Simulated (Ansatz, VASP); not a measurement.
# Cross-check of BaCdBO3F between VASP and Ansatz

Wanted: the spread between two codes on one cell, functional and k mesh. The cell is generated by rule, not measured, and may not be a known phase. The cell is taken from a series of runs on this material, whose earlier steps may have relaxed, scaled, displaced or heated it; both programs get it as it stands.

Main program and level: Ansatz 0.2.0; plane waves, with VASP 6.6.1 beside it; relaxation of cell and atoms at PBEsol.

The structure was built from a prototype and need not be the compound's stable phase.

**1. The structure**

Symmetry: Cm, No. 8, monoclinic system. The conventional cell has a = 10.377 Å, b = 8.838 Å, c = 5.188 Å, α = 90.00°, β = 120.00°, γ = 90.00°. Ba has 6 O at 2.69 to 2.83 Å and 3 F at 3.04 to 3.33 Å nearest. Nearest to Ba lie 3 F at 2.66 to 2.98 Å and 6 O at 2.77 to 2.91 Å. Nearest to Cd lie 3 O at 2.20 Å and 2 F at 2.23 to 2.24 Å. Nearest to B lie 3 O at 1.38 to 1.39 Å. O has 1 B at 1.38 Å and 1 Cd at 2.20 Å and 2 Ba at 2.74 to 2.86 Å nearest. Nearest to O lie 1 B at 1.38 Å and 1 Cd at 2.20 Å and 2 Ba at 2.77 to 2.83 Å. Farther neighbours and most contacts between anions are not listed.

As a file:

```cif
data_structure
_symmetry_space_group_name_H-M 'Cm'
_symmetry_Int_Tables_number 8
_cell_length_a 10.3769
_cell_length_b 8.8375
_cell_length_c 5.1884
_cell_angle_alpha 90.000
_cell_angle_beta 120.000
_cell_angle_gamma 90.000
_cell_volume 412.06
loop_
_atom_site_label
_atom_site_type_symbol
_atom_site_symmetry_multiplicity
_atom_site_Wyckoff_symbol
_atom_site_fract_x
_atom_site_fract_y
_atom_site_fract_z
_atom_site_occupancy
Ba1 Ba 2 a 0.99645 0.00000 0.99999 1
Ba2 Ba 2 a 0.50355 0.00000 0.00001 1
Cd1 Cd 4 b 0.33333 0.75060 0.33333 1
B1 B 4 b 0.66667 0.26156 0.66667 1
O1 O 4 b 0.63209 0.25946 0.37221 1
O2 O 4 b 0.31390 0.75728 0.89196 1
O3 O 4 b 0.55402 0.26837 0.73583 1
F1 F 2 a 0.79976 0.00000 0.27920 1
F2 F 2 a 0.36690 0.00000 0.38747 1
```

**2. Ansatz: relaxation of cell and atoms, PBEsol**

Ansatz runs on its default PAW (the set named soft_2) files.

The relaxed volume is the usual yardstick between codes: in a stiff, nearly cubic crystal its relative difference is about their pressure difference at one cell divided by the bulk modulus.

input.yaml

```yaml
crystal:
  lattice:
    - [-5.188433932, 0.0, 0.0]
    - [-2.594216966, -4.493315591, -4.4187726628]
    - [-2.594216966, -4.493315591, 4.4187726628]
  atoms:
    - { symbol: Ba, position: [-0.0071007977, 0.0035545652, 0.0035545652] }
    - { symbol: Ba, position: [0.0071007977, 0.4964454348, 0.4964454348] }
    - { symbol: Cd, position: [0.3333333333, 0.9160691447, 0.4172641886] }
    - { symbol: Cd, position: [0.3333333333, 0.4172641886, 0.9160691447] }
    - { symbol: B, position: [0.6666666667, 0.0717714702, 0.5948951965] }
    - { symbol: B, position: [0.6666666667, 0.5948951965, 0.0717714702] }
    - { symbol: O, position: [0.8919634205, 0.1084534474, 0.6273738758] }
    - { symbol: O, position: [0.8919634205, 0.6273738758, 0.1084534474] }
    - { symbol: O, position: [0.7358273232, 0.9288278712, 0.4433813851] }
    - { symbol: O, position: [0.7358273232, 0.4433813851, 0.9288278712] }
    - { symbol: O, position: [0.3722092563, 0.1776093311, 0.7143540894] }
    - { symbol: O, position: [0.3722092563, 0.7143540894, 0.1776093311] }
    - { symbol: F, position: [0.320329076, 0.200237081, 0.200237081] }
    - { symbol: F, position: [0.3463375907, 0.6330962523, 0.6330962523] }
kpoints:
  mp_grid: { grid: [4, 4, 4] }
hamiltonian:
  xc: pbesol
scf:
  occupations: { method: fixed }
output:
  forces: true
  stress: true
  eigenvalues: true
relax:
  adjacent_minimum: "off"
  f_tol: 0.002
  max_steps: 120
  cell: { stress_tol: 0.03 }
```

Started as:

```bash
$ ansatz run input.yaml --threads 8 --pin off --max-ram 14336MiB --backend cpu --events-out ev --progress --plain --runs-dir out
```

Numbers of over 12 decimals in the logs are rounded to 6 here.

What it wrote:

```text
Engine: ansatz 0.2.0, x86_64-unknown-linux-gnu
Pseudopotentials: kind: paw
Pseudopotential: Ba, paw, valence charge 10, recommended cutoff 420 eV (normal), Ba.paw.azcp
Pseudopotential: Cd, paw, valence charge 20, recommended cutoff 420 eV (normal), Cd.paw.azcp
Pseudopotential: B, paw, valence charge 3, recommended cutoff 420 eV (normal), B.paw.azcp
Pseudopotential: O, paw, valence charge 6, recommended cutoff 420 eV (normal), O.paw.azcp
Pseudopotential: F, paw, valence charge 7, recommended cutoff 420 eV (normal), F.paw.azcp
Functional definition: PBEsol
  exchange = pbesol_x
  correlation = pbesol_c
Crystal: 14 atoms, lattice volume = 206.032 Å³
Basis set: ecut = 420 eV, 4037 PW (Γ), exchange–correlation on 72×96×96 points (8 copies of the dense FFT grid, shifted against one another)
Bands: 72, of which v1, the nominal top of the filled ones, is band 58 counted from 1 (57 counted from 0)
Symmetry: 2 space group operations
Space group: Cm (ITA 8), of the structure as read, at distance tolerance 5.9e-5 Å
k-points: 24 of 64 (time reversal used)
Non-local potential: Ba, projectors of the file, l = 0: 3, l = 1: 2, l = 2: 2, l = 3: 2
Non-local potential: Cd, projectors of the file, l = 0: 3, l = 1: 2, l = 2: 2, l = 3: 1
Non-local potential: B, projectors of the file, l = 0: 2, l = 1: 2, l = 2: 1
Non-local potential: O, projectors of the file, l = 0: 2, l = 1: 2, l = 2: 1
Non-local potential: F, projectors of the file, l = 0: 2, l = 1: 2, l = 2: 1
PAW form: soft (Blöchl's): semilocal exchange-correlation on the pseudo side does not see the compensation charge
PAW frozen core: Ba, regenerated for the run's functional, and the local potential with it (the file was generated under x = pbe(κ = 0.804, μ = 0.219515), c = pbe(β = 0.066725))
PAW frozen core: Cd, regenerated for the run's functional, and the local potential with it (the file was generated under x = pbe(κ = 0.804, μ = 0.219515), c = pbe(β = 0.066725))
PAW frozen core: B, regenerated for the run's functional, and the local potential with it (the file was generated under x = pbe(κ = 0.804, μ = 0.219515), c = pbe(β = 0.066725))
PAW frozen core: O, regenerated for the run's functional, and the local potential with it (the file was generated under x = pbe(κ = 0.804, μ = 0.219515), c = pbe(β = 0.066725))
PAW frozen core: F, regenerated for the run's functional, and the local potential with it (the file was generated under x = pbe(κ = 0.804, μ = 0.219515), c = pbe(β = 0.066725))
PAW one-centre angular grid: Ba, 194 points (default); XC on 64 Gauss nodes
PAW one-centre angular grid: Cd, 590 points (default); XC on 64 Gauss nodes
PAW one-centre angular grid: B, 110 points (default); XC on 64 Gauss nodes
PAW one-centre angular grid: O, 110 points (default); XC on 64 Gauss nodes
PAW one-centre angular grid: F, 110 points (default); XC on 64 Gauss nodes
Initial density: superposition of atomic densities (neutral atoms: chi_scale 0, normalization atom), corrected by the library's trained network
Initial wavefunctions: pseudopotential atomic-orbital guess
Functional: x = pbesol(κ = 0.804, μ = 0.123457), c = pbesol(β = 0.046)
SCF iter   1: F=—  HF=-33378.559912 eV  |F-HF|=—  |Δ(HF+E_count)|=         —  Δρ=1.31e-2  dr2=2.69e-1  ethr=1.77e-3  ⟨swp⟩=4.9  Hψ=5662  notcnv=0  defer=283
preconditioner: auto → Resta (q_TF=auto, 2.479 Å⁻¹)  ε∞=4.2  [insulator: Δε(μ)=2.585 eV  Ē_g=14.416 eV  n_scr=54 (ndim 8)  ℏωp=25.9 eV  f_vac=0.091  ε∞_Penn≈4.2]
SCF iter   2: F=—  HF=-33378.487206 eV  |F-HF|=—  |Δ(HF+E_count)|=   7.27e-2  Δρ=2.41e-3  dr2=5.99e-3  ethr=2.32e-4  ⟨swp⟩=2.5  Hψ=3372  notcnv=0  defer=287
SCF iter   3: F=—  HF=-33378.487084 eV  |F-HF|=—  |Δ(HF+E_count)|=   1.22e-4  Δρ=1.01e-3  dr2=1.63e-3  ethr=5.16e-6  ⟨swp⟩=2.0  Hψ=2924  notcnv=0  defer=288
SCF iter   4: F=—  HF=-33378.487737 eV  |F-HF|=—  |Δ(HF+E_count)|=   6.53e-4  Δρ=4.01e-4  dr2=2.56e-4  ethr=1.41e-6  ⟨swp⟩=2.5  Hψ=2372  notcnv=0  defer=288
SCF iter   5: F=—  HF=-33378.487820 eV  |F-HF|=—  |Δ(HF+E_count)|=   8.26e-5  Δρ=1.02e-4  dr2=1.76e-5  ethr=2.21e-7  ⟨swp⟩=2.0  Hψ=2792  notcnv=0  defer=286
SCF iter   6: F=—  HF=-33378.487812 eV  |F-HF|=—  |Δ(HF+E_count)|=   7.77e-6  Δρ=4.89e-5  dr2=4.46e-6  ethr=1.51e-8  ⟨swp⟩=2.0  Hψ=2697  notcnv=0  defer=266
SCF iter   7: F=—  HF=-33378.487816 eV  |F-HF|=—  |Δ(HF+E_count)|=   3.92e-6  Δρ=1.21e-5  dr2=3.24e-7  ethr=3.84e-9  ⟨swp⟩=2.0  Hψ=2800  notcnv=0  defer=273
SCF iter   8: F=-33378.487816 eV  HF=-33378.487816 eV  |F-HF|=6.42e-9  |Δ(HF+E_count)|=   4.96e-7  Δρ=5.43e-6  dr2=5.65e-8  ethr=8.62e-11  ⟨swp⟩=15.5  Hψ=10769  notcnv=0
SCF 1 converged in 8 iterations: F = -33378.487816 eV  dr2 = 5.65e-8
  greatest PAW one-centre occupation: 1.000 electrons in one spin orbital (limit 2), on the Cd atom at site 3 (counted from 0), in its partial waves of l = 0
[...]
SCF 14 converged in 7 iterations: F = -33378.609511 eV  dr2 = 6.71e-11
relax step  14: F+E_penalty+E_count = -33378.60951123 eV  Δ(F+E_penalty+E_count) = -4.962e-7 eV  max|allowed force component| = 1.159e-3 eV/Å  Δτ_max = 0.0016 Å  P = +0.001 GPa  Ω = 205.370 Å³  energy of the carried Pulay correction = +2.581e-4 eV  (7 SCF iters, dr2 threshold 5.34e-10 eV, accepted)
iter 1 solved again at ethr=2.48e-7 eV; its pass at ethr=3.10e-3 eV (dr2=2.87e-4 eV) is discarded
SCF iter   1: F=—  HF=-33378.609240 eV  |F-HF|=—  |Δ(HF+E_count)|=         —  Δρ=2.73e-5  dr2=7.05e-8  ethr=2.48e-7  ⟨swp⟩=4.0  Hψ=10455  notcnv=0  defer=288
eigensolver tolerance schedule: the retry pair's looser diagonalisation over-reported the residual by 4070.75 of it (diagonalisation noise at 0.48 of the residual, at the tolerance the schedule requests for it); recorded, not acted on — ethr = c·dr2/N_el stays at c = 1.0e-1
preconditioner: auto → Resta (q_TF=auto, 2.481 Å⁻¹)  ε∞=4.2  [insulator: Δε(μ)=2.776 eV  Ē_g=14.572 eV  n_scr=50 (ndim 8)  ℏωp=25.9 eV  f_vac=0.086  ε∞_Penn≈4.2]
SCF iter   2: F=—  HF=-33378.609251 eV  |F-HF|=—  |Δ(HF+E_count)|=   1.06e-5  Δρ=1.39e-5  dr2=1.82e-8  ethr=6.08e-11  ⟨swp⟩=3.8  Hψ=3838  notcnv=0  defer=284
SCF iter   3: F=—  HF=-33378.609255 eV  |F-HF|=—  |Δ(HF+E_count)|=   4.48e-6  Δρ=1.37e-6  dr2=2.48e-9  ethr=1.57e-11  ⟨swp⟩=2.0  Hψ=2766  notcnv=0  defer=284
SCF iter   4: F=—  HF=-33378.609255 eV  |F-HF|=—  |Δ(HF+E_count)|=   4.47e-9  Δρ=2.19e-7  dr2=6.15e-11  ethr=2.14e-12  ⟨swp⟩=2.0  Hψ=2888  notcnv=0  defer=284
SCF iter   5: F=-33378.609255 eV  HF=-33378.609255 eV  |F-HF|=2.18e-11  |Δ(HF+E_count)|=  2.91e-11  Δρ=1.13e-7  dr2=1.64e-11  ethr=1.00e-12  ⟨swp⟩=15.4  Hψ=10561  notcnv=0
SCF 15 converged in 5 iterations: F = -33378.609255 eV  dr2 = 1.64e-11
relax step  15: F+E_penalty+E_count = -33378.60925545 eV  Δ(F+E_penalty+E_count) = +2.558e-4 eV  max|allowed force component| = 1.297e-3 eV/Å  Δτ_max = 0.0000 Å  P = -0.000 GPa  Ω = 205.370 Å³  stress off target by 1.35e-2 GPa  SCF on the basis re-selected at this cell (its energy is not comparable with the rows above)  (5 SCF iters)
basis re-selected at this cell: Δ(F+E_penalty+E_count) = +2.558e-4 eV, ΔP = -0.002 GPa vs the last step (what re-selecting the basis moved, of the pressure what is left beyond the Pulay correction that the steps carried, after the strain that the cell walked since its last selection, with what the two solves' SCF thresholds leave and, on support functions, any second-order correction that the steps lacked; it is no m [...]
SCF converged after 5 iterations
Free energy (F): -33378.609255 eV
Harris-Foulkes:  -33378.609255 eV  (|F-HF|=2.18e-11)
Internal energy: -33378.609255 eV  (E = F + TS)
E sigma→0 (E₀):  -33378.609255 eV
Fermi energy:    6.946752 eV
--- Per-component energies (eV) ---
  E_band       = -1103.350444
  E_kinetic    = 2913.637410
  E_local      = -12324.133474  (includes V_loc(G=0)·N_el)
  E_nonlocal   = 656.304495
  E_hartree    = 5358.648331
  E_xc         = -1343.511578
  E_vxc        = -1553.738778  (∫ρ·V_xc dr)
  E_paw        = -19766.690762  (= ΣΔE_a)
  E_vpaw       = -1512.735786  (= ΣTr[D̂ρ^β])
  E_aug_tail   = 0.018860  (compensation charges beyond the density's cutoff)
  E_ewald      = -8874.195356
  E_core_change = 1.312820  (= ΣΔE_core)
  E_smearing   = -0.000000  (= −TS)
  E_closure    = -0.000000  (closes the sum)
  Σ components = -33378.609255   (vs F -33378.609255, Δ=0.00e0)
--- Forces (eV/Å), atoms counted from 1 ---
  atom   1  Ba     0.00000167     0.00020758     0.00000000
  atom   2  Ba     0.00007716     0.00003453     0.00000000
  atom   3  Cd    -0.00050411     0.00029513     0.00037751
  atom   4  Cd    -0.00050411     0.00029513    -0.00037751
  atom   5  B      0.00013692    -0.00129660     0.00076821
  atom   6  B      0.00013692    -0.00129660    -0.00076821
  atom   7  O      0.00005063     0.00007418     0.00035350
  atom   8  O      0.00005063     0.00007418    -0.00035350
  atom   9  O      0.00052635     0.00072525     0.00030996
  atom  10  O      0.00052635     0.00072525    -0.00030996
  atom  11  O     -0.00048545     0.00014020     0.00020050
  atom  12  O     -0.00048545     0.00014020    -0.00020050
  atom  13  F      0.00042821     0.00109475     0.00000000
  atom  14  F      0.00004359    -0.00121322     0.00000000
  max |Σ_I F_I| component: 6.88e-7 eV/Å
--- Stress (GPa, compression-positive) ---
       -0.001370       0.005596       0.000000
        0.005578       0.011409       0.000000
        0.000000       0.000000      -0.011416
  P = ⅓ Tr σ = -0.0005 GPa (-0.005 kbar)
--- Band table (eV; the first three rows and the last of 24) ---
  k-point 0: bands = [... 54 lower, 5.9326, 6.0691, 6.1755, 6.7866, 9.7224, 12.3607, 12.3949, 12.8065, ... 10 higher]
  k-point 1: bands = [... 54 lower, 5.9830, 6.0597, 6.2425, 6.7501, 10.1539, 11.9659, 12.4802, 12.9737, ... 10 higher]
  k-point 2: bands = [... 54 lower, 5.9979, 6.0698, 6.4946, 6.6058, 11.0031, 11.1916, 12.5507, 13.0925, ... 10 higher]
  k-point 23: bands = [... 54 lower, 5.9406, 6.1796, 6.9078, 6.9468, 11.7069, 12.0915, 12.5585, 12.7275, ... 10 higher]
--- Relaxed structure (13 steps of the walk, 12 accepted, 2 SCFs on fresh bases) ---
  F+E_penalty+E_count = -33378.60925545 eV   max|allowed force component| = 1.297e-3 eV/Å   (the final SCF, on the basis selected at the relaxed cell)
  cell:  # Å, volume = 205.3700 Å³
    - [-5.181676, -0.034800, 0.0]
    - [-2.620976, -4.586039, -4.337796]
    - [-2.620976, -4.586039, 4.337796]
  atoms:
    - { symbol: Ba, position: [-0.044445, 0.028994, 0.028994] }
    - { symbol: Ba, position: [0.012336, 0.490082, 0.490082] }
    - { symbol: Cd, position: [0.326044, 0.906767, 0.429434] }
    - { symbol: Cd, position: [0.326044, 0.429434, 0.906767] }
    - { symbol: B, position: [0.658208, 0.059085, 0.618375] }
    - { symbol: B, position: [0.658208, 0.618375, 0.059085] }
    - { symbol: O, position: [0.894807, 0.087750, 0.643273] }
    - { symbol: O, position: [0.894807, 0.643273, 0.087750] }
    - { symbol: O, position: [0.717823, 0.920317, 0.470177] }
    - { symbol: O, position: [0.717823, 0.470177, 0.920317] }
    - { symbol: O, position: [0.368695, 0.169067, 0.738996] }
    - { symbol: O, position: [0.368695, 0.738996, 0.169067] }
    - { symbol: F, position: [0.336011, 0.202486, 0.202486] }
    - { symbol: F, position: [0.431613, 0.568531, 0.568531] }
```

[end of part 1 of 2]

[Lines on the potential files, build, host, timing and source positions are cut from VASP's logs without a mark.]

[Logs are printed without paths, hosts, clocks, repeated set-up lines and the standing remarks that a program may print on its own settings, such as how far it seeks lower states.]

[Hosts, paths, dates, database ids (printed as entryN), source tags and the programs' standing remarks are cut or masked in the printed files.]
